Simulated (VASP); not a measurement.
Crystal: Sc2InSb3.

```
Sc In Sb
1.0
     6.18607    0.00000    0.00000
    -3.09304    5.35730    0.00000
     0.00000    0.00000    4.76198
Sc In Sb
2 1 3
Direct
  0.33333 0.66667 0.00000
  0.66667 0.33333 0.00000
  0.00000 0.00000 0.00000
  0.00000 0.50000 0.50000
  0.50000 0.50000 0.50000
  0.50000 0.00000 0.50000
```

The cell was built by a generator and needn't be a form met in nature.

```yaml
Program: VASP 6.6.1
Task: relaxation of cell and atoms
Functional: PBE
Potentials_or_basis: VASP PAW PBE potentials, release 64 (Sc_sv, In_d, Sb)
Cutoff: 520 eV
k_mesh: 3 × 3 × 4
Occupations: gaussian, width 0.15 eV
Spin: no spin polarisation
```

At the start: pressure 1.2 GPa; volume 26.30 Å³/atom.

Task: Where does the relaxation end?

Result: Over 9 steps the energy falls by 63.1 meV/atom and the volume is 28.05 Å³/atom (+6.6 %); space group P6/mmm (No. 191, to 0.05 Å).

Step by step:
```
step  energy change (eV)  largest force (eV/Å)  pressure (GPa)  volume (Å³)
   1              0.0000                0.0000            1.16       157.81
   2             -0.1097                0.0000            0.01       162.16
   3             -0.2807                0.0000           -2.59       174.99
   4             -0.3289                0.0000           -1.94       174.67
   5             -0.3543                0.0000           -0.46       173.55
   6             -0.3619                0.0000           -1.01       174.00
   7             -0.3621                0.0000           -0.99       173.97
   8             -0.3702                0.0000           -0.72       172.54
   9             -0.3787                0.0000            0.06       168.31
```

Final structure:
```
Sc In Sb
1.0
     6.67666    0.00000    0.00000
    -3.33833    5.78216    0.00000
     0.00000    0.00000    4.35970
Sc In Sb
2 1 3
Direct
  0.33333 0.66667 0.00000
  0.66667 0.33333 0.00000
  0.00000 0.00000 0.00000
  0.00000 0.50000 0.50000
  0.50000 0.50000 0.50000
  0.50000 0.00000 0.50000
```

Caveat: the k mesh is coarse (spacing up to 0.39 Å⁻¹), so the values aren't converged; the relaxation stopped at a loose force limit of 0.08 eV/Å, so its end isn't a converged minimum.
